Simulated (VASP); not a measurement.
# Driving VASP from ASE on TiAl, part 2 of 3

Do ASE scripts that read TiAl from different structure formats give one answer, and do several routes find one equilibrium volume? All runs use PBEsol. Left out of this account: 2 further runs (self-consistent run: its dispersion library returned no energy; fields: a reference on another mesh). The start is a computed cell from the Materials Project.

VASP 6.6.1; PBEsol; plane waves and PAW (Ti_sv, Al).

So far. Step 2 (A single point (PBEsol, through ASE)): The pressure is -2.71 GPa and the largest force 0.000 eV/Å, so the cell is not at a minimum at these settings. Step 3 (Total energy, forces and stress (PBEsol, through ASE)): The energy lies +1.74 meV an atom from the first script, on another mesh.

### Step 4. Relaxing cell and atoms (PBEsol, through ASE)

The start need not lie at this functional's minimum. ISIF = 3 frees volume, shape and positions, and EDIFFG sets the threshold on forces and stress at which the search stops.

run.py reads:

```python
import numpy as np
from ase.calculators.vasp import Vasp
from ase.io import read

atoms = read('TiAl.cif')

calc = Vasp(
    xc='pbesol',
    pp='PBE',
    prec='Accurate',
    encut=400,
    ediff=1e-06,
    nelm=100,
    ismear=-1,
    sigma=0.05,
    lreal=False,
    algo='Normal',
    nbands=13,
    lasph=True,
    lorbit=11,
    lwave=False,
    lcharg=False,
    kpar=2,
    ibrion=2,
    nsw=60,
    isif=3,
    ediffg=-0.01,
    pp_version='64',
    setups={'Ti': '_sv', 'Al': ''},
    kpts=(12, 12, 12),
    gamma=True,
    txt='vasp.out',
)
atoms.calc = calc

print("energy (eV):", round(atoms.get_potential_energy(), 6))
print("Fermi level (eV):", round(calc.get_fermi_level(), 4))
print("forces (eV/A):")
print(np.round(atoms.get_forces(), 4))
print("stress (GPa, Voigt, tension positive):", np.round(atoms.get_stress() * 160.21766, 3))
print("cell (A, degrees):", np.round(atoms.cell.cellpar(), 4))
print("volume (A^3):", round(atoms.get_volume(), 4))
print("positions:")
print(np.round(atoms.get_scaled_positions(), 5))
```

TiAl.cif reads:

```cif
data_TiAl
_cell_length_a 3.17906400
_cell_length_b 3.17906400
_cell_length_c 3.17906400
_cell_angle_alpha 90.00000000
_cell_angle_beta 90.00000000
_cell_angle_gamma 90.00000000
_space_group_name_H-M_alt 'P1'
_space_group_name_Hall 'P 1'
_space_group_IT_number 1
loop_
_space_group_symop_operation_xyz
'x,y,z'
loop_
_atom_site_label
_atom_site_type_symbol
_atom_site_symmetry_multiplicity
_atom_site_Wyckoff_symbol
_atom_site_fract_x
_atom_site_fract_y
_atom_site_fract_z
_atom_site_occupancy
Ti1 Ti 1 a 0.0000000000 0.0000000000 0.0000000000 1
Al1 Al 1 a 0.5000000000 0.5000000000 0.5000000000 1
```

PAW data sets: Ti_sv and Al (PBE family, release 64).

Command:

```bash
$ export ASE_VASP_COMMAND="mpirun -np 2 vasp_std"
$ python run.py
```

Output:

```text
energy (eV): -12.962158
Fermi level (eV): 8.9281
forces (eV/A):
[[ 0. -0.  0.]
 [-0.  0.  0.]]
stress (GPa, Voigt, tension positive): [-0.018 -0.018 -0.018 -0.    -0.    -0.   ]
cell (A, degrees): [ 3.1544  3.1544  3.1544 90.     90.     90.    ]
volume (A^3): 31.387
positions:
[[0.  0.  0. ]
 [0.5 0.5 0.5]]
```

The job ended after 11 s (2 MPI ranks of Intel Xeon 6975P-C (Granite Rapids), shared host; peak memory 0.29 GiB; 20 s of CPU time).

ASE turned this into the INCAR:

```
ENCUT = 400.000000
SIGMA = 0.050000
EDIFF = 1.00e-06
EDIFFG = -1.00e-02
ALGO = Normal
GGA = PS
PREC = Accurate
IBRION = 2
ISIF = 3
ISMEAR = -1
KPAR = 2
LORBIT = 11
NBANDS = 13
NELM = 100
NSW = 60
LASPH = .TRUE.
LCHARG = .FALSE.
LWAVE = .FALSE.
LREAL = .FALSE.
```

ASE turned this into the KPOINTS:

```
KPOINTS created by Atomic Simulation Environment
0
Gamma
12 12 12
0 0 0
```

vasp.out:

```text
[... set-up lines as in an earlier step ...]
 entering main loop
       N       E                     dE             d eps       ncg     rms          rms(c)
[... 13 cycles as in an earlier step ...]
   1 F= -.12966091E+02 E0= -.12955495E+02  d E =-.129661E+02
 curvature:   0.00 expect dE= 0.000E+00 dE for cont linesearch  0.000E+00
 trial: gam= 0.00000 g(F)=  0.000E+00 g(S)=  0.213E-01 ort = 0.000E+00 (trialstep = 0.100E+01)
 search vector abs. value=  0.213E-01
 bond charge predicted
       N       E                     dE             d eps       ncg     rms          rms(c)
DAV:   1    -0.133066424298E+02   -0.34055E+00   -0.60716E+00  2399   0.343E+01    0.501E+00
DAV:   2    -0.129824417764E+02    0.32420E+00   -0.13517E+00  2379   0.163E+01    0.118E+00
DAV:   3    -0.129602141920E+02    0.22228E-01   -0.11364E-01  2558   0.357E+00    0.365E-01
DAV:   4    -0.129635695882E+02   -0.33554E-02   -0.36164E-02  2793   0.121E+00    0.280E-01
DAV:   5    -0.129678753269E+02   -0.43057E-02   -0.43656E-03  2549   0.490E-01    0.868E-02
DAV:   6    -0.129693399557E+02   -0.14646E-02   -0.41855E-03  3333   0.282E-01    0.480E-02
DAV:   7    -0.129693964641E+02   -0.56508E-04   -0.14682E-04  2323   0.113E-01    0.331E-02
DAV:   8    -0.129693914805E+02    0.49836E-05   -0.23549E-05  2409   0.601E-02    0.556E-03
DAV:   9    -0.129693940616E+02   -0.25811E-05   -0.25591E-06  2680   0.143E-02    0.478E-03
DAV:  10    -0.129693939052E+02    0.15640E-06   -0.94951E-07  1848   0.804E-03
   2 F= -.12969394E+02 E0= -.12959324E+02  d E =-.330264E-02
 trial-energy change:   -0.003303  1 .order   -0.003161   -0.021312    0.014989
 step:   0.5927(harm=  0.5871)  dis= 0.00000  next Energy=   -12.972437 (dE=-0.635E-02)
 bond charge predicted
       N       E                     dE             d eps       ncg     rms          rms(c)
DAV:   1    -0.130313526646E+02   -0.61959E-01   -0.10315E+00  2364   0.144E+01    0.217E+00
DAV:   2    -0.129762772876E+02    0.55075E-01   -0.28536E-01  2377   0.727E+00    0.516E-01
DAV:   3    -0.129705973725E+02    0.56799E-02   -0.23130E-02  2555   0.177E+00    0.130E-01
DAV:   4    -0.129713307142E+02   -0.73334E-03   -0.56423E-03  2789   0.449E-01    0.116E-01
DAV:   5    -0.129723416734E+02   -0.10110E-02   -0.14167E-03  2879   0.246E-01    0.378E-02
DAV:   6    -0.129724323468E+02   -0.90673E-04   -0.45405E-04  3049   0.106E-01    0.303E-02
DAV:   7    -0.129724421259E+02   -0.97791E-05   -0.41178E-05  2498   0.663E-02    0.107E-02
DAV:   8    -0.129724424294E+02   -0.30354E-06   -0.24965E-06  2449   0.180E-02
   3 F= -.12972442E+02 E0= -.12962158E+02  d E =-.635117E-02
 curvature:  -0.29 expect dE=-0.267E-06 dE for cont linesearch -0.267E-06
 trial: gam= 0.00000 g(F)=  0.553E-66 g(S)=  0.910E-06 ort =-0.139E-03 (trialstep = 0.919E+00)
 search vector abs. value=  0.910E-06
 reached required accuracy - stopping structural energy minimisation
```

Parts of OUTCAR (step 4):

```text
The static configuration has the point symmetry O_h .

 Found     84 irreducible k-points:

   NELECT =      15.0000    total number of electrons

 E-fermi :   8.9281

 k-point     1 :       0.0000    0.0000    0.0000
  band No.  band energies     occupation
    ...
      3     -23.9916      2.00000
      4     -23.9916      2.00000
      5      -0.4268      2.00000
      6       7.4348      2.00000
      7       7.4348      2.00000
      8      10.7681      0.00000
      9      10.7681      0.00000
     10      10.7681      0.00000
     11      13.4565      0.00000
     12      13.4565      0.00000
    ...

 k-point     2 :       0.0833    0.0000    0.0000
  band No.  band energies     occupation
    ...
      3     -23.9904      2.00000
      4     -23.9904      2.00000
      5      -0.3145      2.00000
      6       7.3791      2.00000
      7       7.4860      2.00000
      8      10.5731      0.00000
      9      10.5731      0.00000
     10      10.7816      0.00000
     11      13.0017      0.00000
     12      13.7326      0.00000
    ...

  Total        0.0035458      0.0035458      0.0035458     -0.0000000     -0.0000000      0.0000000
  in kB        0.1809986      0.1809986      0.1809986     -0.0000000     -0.0000000      0.0000000
  external PRESSURE =       0.1809986 kB  Pullay stress =       0.0000000 kB

  energy-cutoff  :      400.00
  volume of cell :       31.39
      direct lattice vectors                 reciprocal lattice vectors
     3.154397889  0.000000000  0.000000000     0.317017712  0.000000000  0.000000000
    -0.000000000  3.154397889 -0.000000000    -0.000000000  0.317017712  0.000000000
    -0.000000000 -0.000000000  3.154397889    -0.000000000  0.000000000  0.317017712

 POSITION                                       TOTAL-FORCE (eV/Angst)
 -----------------------------------------------------------------------------------
      0.00000      0.00000      0.00000         0.000000     -0.000000      0.000000
      1.57720      1.57720      1.57720        -0.000000      0.000000      0.000000
 -----------------------------------------------------------------------------------
    total drift:                                0.000000      0.000000      0.000000

  FREE ENERGIE OF THE ION-ELECTRON SYSTEM (eV)
  ---------------------------------------------------
  free  energy   TOTEN  =       -12.9724424294 eV

  energy  without entropy=      -12.9518736452  energy(sigma->0) =      -12.96215804

 reached required accuracy - stopping structural energy minimisation

 total charge
# of ion       s       p       d       tot
------------------------------------------
    1        2.196   6.129   1.987  10.312
    2        0.422   0.409   0.000   0.831
--------------------------------------------------
tot          2.618   6.538   1.987  11.143

[... 7 parts as in an earlier step ...]

[... 5 further parts left out ...]
```

The run keeps the 48 symmetry operations of its start, so it cannot find a distortion of lower symmetry.

The steps of the relaxation:

```csv
step,energy less that of the first step (eV),largest force (eV/Å),pressure (GPa),volume (Å³)
1,0.0000,0.0000,-2.71,32.13
2,-0.0033,0.0000,1.98,30.88
3,-0.0064,0.0000,0.02,31.39
```

```csv
"conventional cell, symmetrised",before,after,change
a (Å),3.179,3.154,-0.8 %
b (Å),3.179,3.154,-0.8 %
c (Å),3.179,3.154,-0.8 %
volume (Å³/atom),16.06,15.69,-2.3 %
```

Final coordinates:

```cif
data_structure
_symmetry_space_group_name_H-M 'P 1'
_symmetry_Int_Tables_number 1
_cell_length_a 3.1544
_cell_length_b 3.1544
_cell_length_c 3.1544
_cell_angle_alpha 90.000
_cell_angle_beta 90.000
_cell_angle_gamma 90.000
_cell_volume 31.39
loop_
_atom_site_label
_atom_site_type_symbol
_atom_site_fract_x
_atom_site_fract_y
_atom_site_fract_z
_atom_site_occupancy
Ti1 Ti 0.00000 0.00000 0.00000 1
Al2 Al 0.50000 0.50000 0.50000 1
```

This step gave:

| Item | Value |
| --- | --- |
| irreducible k-points | 84 |
| free energy (TOTEN) | -12.97 eV |
| energy at zero smearing | -12.96 eV |
| Fermi energy | 8.928 eV |
| pressure | 0.01810 GPa |
| SCF cycles over all ionic steps | 31 |

It ends with forces that vanish by symmetry and a pressure of 0.02 GPa.

### Step 5. Equation of state by an ASE loop (PBEsol)

An ASE loop scales the volume and fits the energies, which gives the bulk modulus from energies alone.

run.py reads:

```python
import numpy as np
from ase.calculators.vasp import Vasp
from ase.io import read
from ase.eos import EquationOfState
from ase.units import GPa

atoms = read('TiAl.cif')

calc = Vasp(
    xc='pbesol',
    pp='PBE',
    prec='Accurate',
    encut=400,
    ediff=1e-06,
    nelm=100,
    ismear=-1,
    sigma=0.05,
    lreal=False,
    algo='Normal',
    nbands=13,
    lasph=True,
    lorbit=11,
    lwave=False,
    lcharg=False,
    kpar=2,
    isif=2,
    pp_version='64',
    setups={'Ti': '_sv', 'Al': ''},
    kpts=(12, 12, 12),
    gamma=True,
    txt='vasp.out',
)
atoms.calc = calc

cell, volumes, energies = atoms.get_cell(), [], []
for x in [0.94, 0.96, 0.98, 1.0, 1.02, 1.04, 1.06]:
    atoms.set_cell(cell * x ** (1 / 3), scale_atoms=True)
    volumes.append(atoms.get_volume())
    energies.append(atoms.get_potential_energy())
    print(f"{x:.2f}  V = {volumes[-1]:.4f} A^3  E = {energies[-1]:.6f} eV")
v0, e0, b0 = EquationOfState(volumes, energies, eos="birchmurnaghan").fit()
print(f"V0 = {v0:.4f} A^3  E0 = {e0:.6f} eV  B0 = {b0 / GPa:.2f} GPa")
```

TiAl.cif is that of step 4.

Output:

```text
0.94  V = 30.2013 A^3  E = -12.939624 eV
0.96  V = 30.8439 A^3  E = -12.955257 eV
0.98  V = 31.4865 A^3  E = -12.960164 eV
1.00  V = 32.1290 A^3  E = -12.955495 eV
1.02  V = 32.7716 A^3  E = -12.942011 eV
1.04  V = 33.4142 A^3  E = -12.920692 eV
1.06  V = 34.0568 A^3  E = -12.892289 eV
V0 = 31.4823 A^3  E0 = -12.960187 eV  B0 = 117.93 GPa
```

Elapsed: 32 s, on 2 MPI ranks; peak memory 0.28 GiB; 57 s of CPU time.

The INCAR that ASE wrote:

```
ENCUT = 400.000000
SIGMA = 0.050000
EDIFF = 1.00e-06
ALGO = Normal
GGA = PS
PREC = Accurate
ISIF = 2
ISMEAR = -1
KPAR = 2
LORBIT = 11
NBANDS = 13
NELM = 100
LASPH = .TRUE.
LCHARG = .FALSE.
LWAVE = .FALSE.
LREAL = .FALSE.
```

ASE turned this into the KPOINTS:

```
KPOINTS created by Atomic Simulation Environment
0
Gamma
12 12 12
0 0 0
```

vasp.out (the last of its runs):

```text
[banner, memory and clock lines left out]
running    2 mpi-ranks, on    1 nodes
 distrk:  each k-point on    1 cores,    2 groups
 distr:  one band on    1 cores,    1 groups

 POSCAR found type information on POSCAR TiAl
 POSCAR found :  2 types and       2 ions
 [... a notice as in an earlier step ...]

 LDA part: xc-table for (Slater+PW92), standard interpolation
 POSCAR, INCAR and KPOINTS ok, starting setup
 FFT: planning ... GRIDC
 FFT: planning ... GRID_SOFT
 FFT: planning ... GRID
 WAVECAR not read
 WARNING: random wavefunctions but no delay for mixing, default for NELMDL
 entering main loop
       N       E                     dE             d eps       ncg     rms          rms(c)
DAV:   1     0.825944184420E+02    0.82594E+02   -0.62046E+03  2199   0.965E+02
DAV:   2    -0.985517204298E+01   -0.92450E+02   -0.89279E+02  2264   0.279E+02
DAV:   3    -0.146119567319E+02   -0.47568E+01   -0.45603E+01  3304   0.628E+01
DAV:   4    -0.147620078090E+02   -0.15005E+00   -0.14965E+00  2556   0.100E+01
DAV:   5    -0.147681358749E+02   -0.61281E-02   -0.61262E-02  3281   0.189E+00    0.968E+00
DAV:   6    -0.130359092279E+02    0.17322E+01   -0.81484E+00  2534   0.347E+01    0.317E+00
DAV:   7    -0.129236546650E+02    0.11225E+00   -0.85846E-01  2475   0.110E+01    0.165E+00
DAV:   8    -0.129095683076E+02    0.14086E-01   -0.87221E-02  2607   0.318E+00    0.670E-01
DAV:   9    -0.129036120068E+02    0.59563E-02   -0.21793E-02  2503   0.199E+00    0.160E-01
DAV:  10    -0.129037282341E+02   -0.11623E-03   -0.53534E-04  2615   0.218E-01    0.833E-02
DAV:  11    -0.129036973218E+02    0.30912E-04   -0.16472E-04  2929   0.135E-01    0.176E-02
DAV:  12    -0.129036953248E+02    0.19969E-05   -0.93967E-06  2628   0.282E-02    0.911E-03
DAV:  13    -0.129036948089E+02    0.51596E-06   -0.62893E-07  1465   0.104E-02
   1 F= -.12903695E+02 E0= -.12892289E+02  d E =-.228122E-01
```

OUTCAR, selected parts (step 5):

```text
   ENCUT  =  400.0 eV  29.40 Ry    5.42 a.u.   5.29  5.29  5.29*2*pi/ulx,y,z

   NELECT =      15.0000    total number of electrons

 E-fermi :   8.0735

 k-point     1 :       0.0000    0.0000    0.0000
  band No.  band energies     occupation
    ...
      3     -25.0141      2.00000
      4     -25.0141      2.00000
      5      -0.9137      2.00000
      6       6.7701      2.00000
      7       6.7701      2.00000
      8       9.7330      0.00000
      9       9.7330      0.00000
     10       9.7330      0.00000
     11      12.2250      0.00000
     12      12.2250      0.00000
    ...

  Total       -1.7542392     -1.7542392     -1.7542392      0.0000000      0.0000000      0.0000000
  in kB      -82.5269361    -82.5269361    -82.5269361      0.0000000      0.0000000      0.0000000
  external PRESSURE =     -82.5269361 kB  Pullay stress =       0.0000000 kB

 POSITION                                       TOTAL-FORCE (eV/Angst)
 -----------------------------------------------------------------------------------
      0.00000      0.00000      0.00000         0.000000      0.000000      0.000000
      1.62071      1.62071      1.62071         0.000000      0.000000      0.000000
 -----------------------------------------------------------------------------------
    total drift:                               -0.000000      0.000000      0.000000

  FREE ENERGIE OF THE ION-ELECTRON SYSTEM (eV)
  ---------------------------------------------------
  free  energy   TOTEN  =       -12.9036948089 eV

  energy  without entropy=      -12.8808825662  energy(sigma->0) =      -12.89228869

[... 4 parts as in an earlier step ...]

[... 12 further parts left out ...]
```

This step gave:

```yaml
bulk_modulus: 117.9 GPa
equilibrium_volume_of_the_fit: 15.74 Å³/atom
```

The fitted volume lies +0.30 % from the relaxed one.

[end of part 2 of 3]

[Lines on the potential files, build, host, timing and source positions are cut from VASP's logs without a mark.]

[Logs are printed without paths, hosts, clocks, repeated set-up lines and the standing remarks that a program may print on its own settings, such as how far it seeks lower states.]

[Hosts, paths, dates, database ids (printed as entryN), source tags and the programs' standing remarks are cut or masked in the printed files.]

[A measured line is paired with the nearest computed mode of its activity, which favours agreement.]
